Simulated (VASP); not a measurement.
Given:

```yaml
crystal:
  lattice:
    - [3.96277, -2.18380, -0.01572]
    - [3.96277, 2.18380, -0.01572]
    - [2.77356, 0.00000, 3.57493]
  atoms:
    - { symbol: Sb, position: [0.23441, 0.23441, 0.23441] }
    - { symbol: Sb, position: [0.76559, 0.76559, 0.76559] }
```

Calculation: optB86b-vdW, VASP's PBE PAW potentials (set 64) (plane waves; VASP). Run with 520 eV cut-off, Gaussian smearing of 0.050 eV, potentials Sb.

Unless said otherwise, spin-orbit coupling is left out, though it shifts the bands of the heavy elements here.

Predict the band gap (along the path) with the smallest direct gap where there is one.

```yaml
band gap (along the path): 0.03 eV
smallest direct gap (along the path): 0.08 eV
```

Only differences to runs with the same potentials and settings are physical.

The compound is Sb in the a7 structure. It was relaxed first.
